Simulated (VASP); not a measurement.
The system is AlCl.

```
CELL_PARAMETERS angstrom
0.00000 2.84863 2.84863
2.84863 0.00000 2.84863
2.84863 2.84863 0.00000
ATOMIC_POSITIONS crystal
Al 0.50000 0.50000 0.50000
Cl 0.00000 0.00000 0.00000
```

The cell was built by a generator and needn't be a form met in nature.

| Quantity | Value |
| --- | --- |
| Program | VASP 6.6.1 |
| Task | relaxation of cell and atoms |
| Functional | rev-vdW-DF2 |
| Potentials or basis | VASP PAW PBE potentials, release 64 (Al, Cl) |
| Cutoff | 600 eV |
| k mesh | 8 × 8 × 8 |
| Occupations | fermi-dirac, width 0.05 eV |
| Spin | no spin polarisation |

At the start: pressure 5.4 GPa; volume 23.12 Å³/atom.

Question: Where does the relaxation end?

Answer: Over 4 steps the energy falls by 68.8 meV/atom and the volume is 27.79 Å³/atom (+20.2 %); space group Fm-3m (No. 225, to 0.05 Å).

Step by step:
| step | energy change (eV) | largest force (eV/Å) | pressure (GPa) | volume (Å³) |
| --- | --- | --- | --- | --- |
| 1 | 0.0000 | 0.0000 | 5.39 | 46.23 |
| 2 | -0.1158 | 0.0000 | 1.84 | 51.63 |
| 3 | -0.1373 | 0.0000 | 0.19 | 55.15 |
| 4 | -0.1376 | 0.0000 | 0.01 | 55.59 |

Final structure:
```
Al Cl
1.0
     0.00000    3.02909    3.02909
     3.02909    0.00000    3.02909
     3.02909    3.02909    0.00000
Al Cl
1 1
Cartesian
  3.0291 3.0291 3.0291
  6.0582 3.0291 3.0291
```

Caveat: the volume moved by over 15 % at a fixed basis, so the end points are rough; the PAW data sets were made with another functional, which shifts forces and pressure a little.
